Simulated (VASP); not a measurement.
Er2Si3 (space group Pmm2): computed properties

All values below come from r2SCAN meta-GGA, VASP's PBE PAW potentials (set 64) (plane waves; VASP).

```yaml
space_group: Pmm2 (25)
cell: a = 3.857 Å, b = 3.934 Å, c = 6.764 Å, α = 90.00°, β = 90.00°, γ = 90.00°
volume_per_atom: 20.52 Å^3/atom
band gap (over mesh and band path): none (metal, semimetal or under 0.01 eV)
density: 6.78 g/cm³
```

```cif
data_Er2Si3
_chemical_formula_sum 'Er2 Si3'
_space_group_name_H-M_alt 'Pmm2'
_space_group_IT_number 25
_space_group_name_Hall 'P 2 -2'
_cell_length_a 3.85680
_cell_length_b 3.93396
_cell_length_c 6.76373
_cell_angle_alpha 90.000
_cell_angle_beta 90.000
_cell_angle_gamma 90.000
loop_
_atom_site_label
_atom_site_type_symbol
_atom_site_symmetry_multiplicity
_atom_site_Wyckoff_symbol
_atom_site_fract_x
_atom_site_fract_y
_atom_site_fract_z
_atom_site_occupancy
Er1 Er 1 b 0.00000 0.50000 0.00254 1
Er2 Er 1 d 0.50000 0.50000 0.49536 1
Si1 Si 1 c 0.50000 0.00000 0.81371 1
Si2 Si 1 c 0.50000 0.00000 0.15577 1
Si3 Si 1 a 0.00000 0.00000 0.36063 1
```

The 4f electrons are frozen in the core of the lanthanide potential, so 4f levels, which can set the real gap, and their magnetism are missing.

The structure comes from a computed database's Er2Si3 entry (Pmm2); how it stands against other phases isn't given here. It was relaxed first. Symmetry was kept, so distortions that lower it aren't found.
